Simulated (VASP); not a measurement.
Given:

```yaml
crystal:
  lattice:
    - [1.80977, -3.13461, 0.00000]
    - [1.80977, 3.13461, 0.00000]
    - [0.00000, 0.00000, 5.57553]
  atoms:
    - { symbol: Y, position: [0.33333, 0.66667, 0.25000] }
    - { symbol: Y, position: [0.66667, 0.33333, 0.75000] }
```

These are rev-vdW-DF2, VASP's PBE PAW potentials (set 64) (plane waves; VASP) values and carry that method's errors. Run with 520 eV cut-off, Gaussian smearing of 0.050 eV, potentials Y_sv.

Q: Give the energies of bands 9 to 14 at the high-symmetry points, in eV from the Fermi level.

A: 
```
band      Γ      M      K      A      L      H
----  -----  -----  -----  -----  -----  -----
9     -4.72  -1.69  -0.79  -3.20  -1.70  -0.40
10    -1.89  -1.26  -0.69  -3.20  -1.70  -0.40
11     1.17  -0.84  -0.69   1.03   0.09  -0.40
12     1.73  -0.07  -0.45   1.03   0.09  -0.40
13     1.73   1.39   1.14   1.62   1.51   0.47
14     2.21   1.54   1.14   1.62   1.51   0.47
```

It has no gap at this level: it comes out as a metal or semimetal.

The compound is Y in the hcp structure. It was relaxed first.
